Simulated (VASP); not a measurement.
All values below come from PBE GGA, VASP's PBE PAW potentials (set 64) (plane waves; VASP 6.6.1).

VASP input:

INCAR:
```
SYSTEM = VSi2
PREC = Accurate; ENCUT = 300; LREAL = .FALSE.
LASPH = .TRUE.
EDIFF = 1E-6; NELM = 100; ALGO = Normal
LMAXMIX = 4
ISMEAR = -1; SIGMA = 0.1
GGA = PE
MAGMOM = 2.0 2*0.0
ISPIN = 2
ISIF = 2
LWAVE = .FALSE.; LCHARG = .FALSE.; LORBIT = 11
```

### POSCAR
```
VSi2
1
    4.2301840000     0.0000000000     0.0000000000
   -2.1150920000     3.6634470000     0.0000000000
    0.0000000000     0.0000000000     4.5802830000
V Si
1 2
Direct
  0.0068000000   0.0157450000  -0.0025570000
  0.3279280000   0.6665450000   0.4928150000
  0.6652720000   0.3177110000   0.5097420000
```

**KPOINTS**
```
Automatic mesh
0
gamma
4 4 3
```

POTCAR, in this order: V_sv Si (PBE.64 set). Program: vasp_std.

The resulting files:

**OSZICAR**
```
       N       E                     dE             d eps       ncg     rms          rms(c)
DAV:   1     0.583814822500E+02    0.58381E+02   -0.78662E+03  1976   0.842E+02
DAV:   2    -0.168729052803E+02   -0.75254E+02   -0.74376E+02  1735   0.239E+02
DAV:   3    -0.198413492739E+02   -0.29684E+01   -0.29028E+01  2246   0.383E+01
DAV:   4    -0.198877280627E+02   -0.46379E-01   -0.45885E-01  1687   0.467E+00
DAV:   5    -0.198890357037E+02   -0.13076E-02   -0.13009E-02  2264   0.645E-01    0.167E+01
DAV:   6    -0.330880838914E+02   -0.13199E+02   -0.22352E+02  2050   0.599E+01    0.445E+01
DAV:   7    -0.161809510607E+02    0.16907E+02   -0.17905E+02  1860   0.687E+01    0.795E+00
DAV:   8    -0.162894573139E+02   -0.10851E+00   -0.31362E+00  1980   0.945E+00    0.519E+00
DAV:   9    -0.165618186667E+02   -0.27236E+00   -0.76155E-01  2087   0.291E+00    0.507E+00
DAV:  10    -0.167398898723E+02   -0.17807E+00   -0.17002E-01  2030   0.174E+00    0.328E+00
DAV:  11    -0.168244095477E+02   -0.84520E-01   -0.21244E-01  2054   0.216E+00    0.119E+00
DAV:  12    -0.168266054896E+02   -0.21959E-02   -0.23832E-02  1837   0.110E+00    0.597E-01
DAV:  13    -0.168249882657E+02    0.16172E-02   -0.13666E-02  2092   0.786E-01    0.444E-01
DAV:  14    -0.168267879948E+02   -0.17997E-02   -0.70192E-03  1998   0.441E-01    0.238E-01
DAV:  15    -0.168269908111E+02   -0.20282E-03   -0.36627E-04  1764   0.172E-01    0.184E-01
DAV:  16    -0.168272808458E+02   -0.29003E-03   -0.26190E-04  2106   0.990E-02    0.793E-02
DAV:  17    -0.168272962381E+02   -0.15392E-04   -0.96026E-05  1743   0.583E-02    0.722E-02
DAV:  18    -0.168273503437E+02   -0.54106E-04   -0.82756E-05  2102   0.500E-02    0.879E-03
DAV:  19    -0.168273528093E+02   -0.24656E-05   -0.38462E-06  1568   0.164E-02    0.481E-03
DAV:  20    -0.168273530715E+02   -0.26214E-06   -0.38537E-07  1011   0.518E-03
   1 F= -.16827353E+02 E0= -.16747924E+02  d E =-.158859E+00  mag=     3.0979
```

**OUTCAR**
```
------------------------ aborting loop because EDIFF is reached ----------------------------------------
  FORCE on cell =-STRESS in cart. coord.  units (eV):
  Direction    XX          YY          ZZ          XY          YZ          ZX
  --------------------------------------------------------------------------------------
  Total       -5.3048798     -4.3205708     -6.6397876      0.3552367      0.0189000     -0.0136129
  in kB     -119.7414861    -97.5237120   -149.8729612      8.0183860      0.4266095     -0.3072698
  external PRESSURE =    -122.3793864 kB  Pullay stress =       0.0000000 kB
  volume of cell :       70.98
      direct lattice vectors                 reciprocal lattice vectors
     4.230184000  0.000000000  0.000000000     0.236396336  0.136483481  0.000000000
    -2.115092000  3.663447000  0.000000000     0.000000000  0.272966963  0.000000000
     0.000000000  0.000000000  4.580283000     0.000000000  0.000000000  0.218327121
 POSITION                                       TOTAL-FORCE (eV/Angst)
 -----------------------------------------------------------------------------------
     -0.00454      0.05768      4.56857        -0.011399      0.114048     -0.026489
     -0.02261      2.44185      2.25723         0.290971     -0.428121     -0.001626
      2.14223      1.16392      2.33476        -0.279572      0.314073      0.028115
 -----------------------------------------------------------------------------------
    total drift:                               -0.000030      0.000061      0.001943
  FREE ENERGIE OF THE ION-ELECTRON SYSTEM (eV)
  ---------------------------------------------------
  free  energy   TOTEN  =       -16.8273530715 eV

  energy  without entropy=      -16.6684945523  energy(sigma->0) =      -16.74792381

 total charge

# of ion       s       p       d       tot
------------------------------------------
    1        2.136   6.013   3.036  11.185
    2        0.813   0.760   0.000   1.573
    3        0.812   0.762   0.000   1.574
--------------------------------------------------
tot          3.761   7.535   3.036  14.332

 magnetization (x)

# of ion       s       p       d       tot
------------------------------------------
    1        0.045   0.008   2.723   2.776
    2       -0.005  -0.035   0.000  -0.040
    3       -0.005  -0.035   0.000  -0.040
--------------------------------------------------
tot          0.035  -0.062   2.723   2.696
```
(Selected blocks of OUTCAR.)

File OUTCAR:
```
 val. band max:        4.7532542906   @ k =   0.0000   0.2500   0.3333

 cond. band min:       4.8123951990   @ k =   0.0000  -0.2500   0.3333


 Fermi energy:         4.8053735157

 spin component 1

 k-point     1 :       0.0000    0.0000    0.0000
  band No.  band energies     occupation
      1     -60.1679      1.00000
      2     -34.0771      1.00000
      3     -34.0663      1.00000
      4     -34.0628      1.00000
      5      -5.9201      1.00000
      6       2.3314      1.00000
      7       2.4002      1.00000
      8       2.7764      1.00000
      9       3.3089      1.00000
     10       3.9779      0.99975
     11       4.5447      0.93132
     12       4.5531      0.92572
     13       4.8745      0.33370
     14       5.0010      0.12389
     15       5.3418      0.00466

 k-point     2 :       0.2500    0.0000    0.0000
  band No.  band energies     occupation
      1     -60.1679      1.00000
      2     -34.0769      1.00000
      3     -34.0675      1.00000
      4     -34.0636      1.00000
      5      -5.3045      1.00000
      6      -0.3406      1.00000
      7       2.1498      1.00000
      8       2.5641      1.00000
      9       3.4972      1.00000
     10       4.3096      0.99302
     11       4.4621      0.96872
     12       4.6610      0.80909
     13       4.7438      0.64927
     14       4.9072      0.26528
     15       6.3831      0.00000

 k-point     3 :       0.0000    0.2500    0.0000
  band No.  band energies     occupation
      1     -60.1679      1.00000
      2     -34.0769      1.00000
      3     -34.0678      1.00000
      4     -34.0634      1.00000
      5      -5.2970      1.00000
      6      -0.4074      1.00000
      7       2.2229      1.00000
      8       2.5800      1.00000
      9       3.5027      1.00000
     10       4.3505      0.98953
     11       4.4720      0.96557
     12       4.6664      0.80052
     13       4.7274      0.68558
...
```

At this cut-off the stress carries a Pulay error, which pulls relaxed volumes low.

The structure was generated: VSi2 was put into an ordered model structure, which need not be its known phase. The cell was not relaxed at this level, atoms are displaced from their ideal sites. The k-mesh is coarse (spacing up to 0.46 per Å, 2π included), so the numbers may not be converged in it.
